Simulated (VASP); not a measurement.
VASP input:

File POSCAR:
```
WC
1
    1.4550000000    -2.5201340000     0.0000000000
    1.4550000000     2.5201340000     0.0000000000
    0.0000000000     0.0000000000     2.8400000000
W C
1 1
Direct
  0.0000000000   0.0000000000   0.0000000000
  0.3333330000   0.6666670000   0.5000000000
```

File KPOINTS:
```
Automatic mesh
0
Gamma
11 11 10
0 0 0
```

### INCAR
```
SYSTEM = WC
PREC = Accurate
ENCUT = 520
EDIFF = 1E-6
NELM = 100
ALGO = Normal
LREAL = .FALSE.
LASPH = .TRUE.
ISMEAR = 0
SIGMA = 1.0
GGA = PE
LMAXMIX = 6
LWAVE = .FALSE.
LCHARG = .FALSE.
ISIF = 2
```

POTCAR, in this order: W_sv C (PBE.64 set). Program: vasp_std.

Output of the run:

standard output:
```
 POSCAR found type information on POSCAR W C
 POSCAR found :  2 types and       2 ions
 Reading from existing POTCAR
 Reading from existing POTCAR
 LDA part: xc-table for (Slater+PW92), standard interpolation
 POSCAR, INCAR and KPOINTS ok, starting setup
 WAVECAR not read
 entering main loop
       N       E                     dE             d eps       ncg     rms          rms(c)
DAV:   1     0.108881026960E+03    0.10888E+03   -0.98681E+03  2504   0.155E+03
DAV:   2    -0.217453987075E+02   -0.13063E+03   -0.12698E+03  2866   0.377E+02
DAV:   3    -0.255368043363E+02   -0.37914E+01   -0.37569E+01  3064   0.598E+01
DAV:   4    -0.255739035498E+02   -0.37099E-01   -0.37058E-01  2716   0.618E+00
DAV:   5    -0.255742065038E+02   -0.30295E-03   -0.30295E-03  3011   0.584E-01    0.322E+01
DAV:   6    -0.226291183512E+02    0.29451E+01   -0.95244E+00  2811   0.316E+01    0.862E+00
DAV:   7    -0.225591818549E+02    0.69936E-01   -0.42794E-01  2621   0.590E+00    0.625E+00
DAV:   8    -0.225332495784E+02    0.25932E-01   -0.67076E-02  2771   0.256E+00    0.835E-01
DAV:   9    -0.225323747318E+02    0.87485E-03   -0.31154E-03  2706   0.468E-01    0.139E-01
DAV:  10    -0.225323309679E+02    0.43764E-04   -0.25389E-04  2866   0.216E-01    0.667E-02
DAV:  11    -0.225323299734E+02    0.99443E-06   -0.16162E-05  2711   0.398E-02    0.108E-02
DAV:  12    -0.225323290482E+02    0.92522E-06   -0.42111E-06  2626   0.202E-02
   1 F= -.22532329E+02 E0= -.22427273E+02  d E =-.210111E+00
```

### OUTCAR
```
------------------------ aborting loop because EDIFF is reached ----------------------------------------
  FORCE on cell =-STRESS in cart. coord.  units (eV):
  Direction    XX          YY          ZZ          XY          YZ          ZX
  --------------------------------------------------------------------------------------
  Total        0.8869741      0.8869742      0.5972780      0.0000000      0.0000000      0.0000000
  in kB       68.2317577     68.2317618     45.9464717      0.0000000      0.0000000      0.0000000
  external PRESSURE =      60.8033304 kB  Pullay stress =       0.0000000 kB
  volume of cell :       20.83
      direct lattice vectors                 reciprocal lattice vectors
     1.455000000 -2.520134000  0.000000000     0.343642612 -0.198402148  0.000000000
     1.455000000  2.520134000  0.000000000     0.343642612  0.198402148  0.000000000
     0.000000000  0.000000000  2.840000000     0.000000000  0.000000000  0.352112676
 POSITION                                       TOTAL-FORCE (eV/Angst)
 -----------------------------------------------------------------------------------
      0.00000      0.00000      0.00000        -0.000000     -0.000000      0.000000
      1.45500      0.84005      1.42000         0.000000      0.000000      0.000000
 -----------------------------------------------------------------------------------
    total drift:                               -0.000000     -0.000385      0.000000
  FREE ENERGIE OF THE ION-ELECTRON SYSTEM (eV)
  ---------------------------------------------------
  free  energy   TOTEN  =       -22.5323290482 eV

  energy  without entropy=      -22.3222175950  energy(sigma->0) =      -22.42727332
```
(Selected blocks of OUTCAR.)

### Question
Read input and log: which fault does this run have?
(A) the lattice was typed in bohr, and VASP reads ångström
(B) SIGMA is far too large
(C) EDIFF is too loose for the force threshold
(D) simple mixing (IMIX = 1) with AMIX above 1 overshoots

### Answer
B, SIGMA is far too large. The run ends without an error. Against the sound run, the energy per atom (σ→0) rises by 0.009 eV/atom; the pressure increases by 0.75 GPa.

To mend it, set ISMEAR = 1, set SIGMA = 0.1.

The mended run (PBE GGA, plane waves, VASP's PBE PAW potentials (set 64)) converges, and its OSZICAR ends with
```
   1 F= -.22445934E+02 E0= -.22445974E+02  d E =0.118128E-03
```

The compound is WC in the wc structure. The cell was not relaxed at this level.
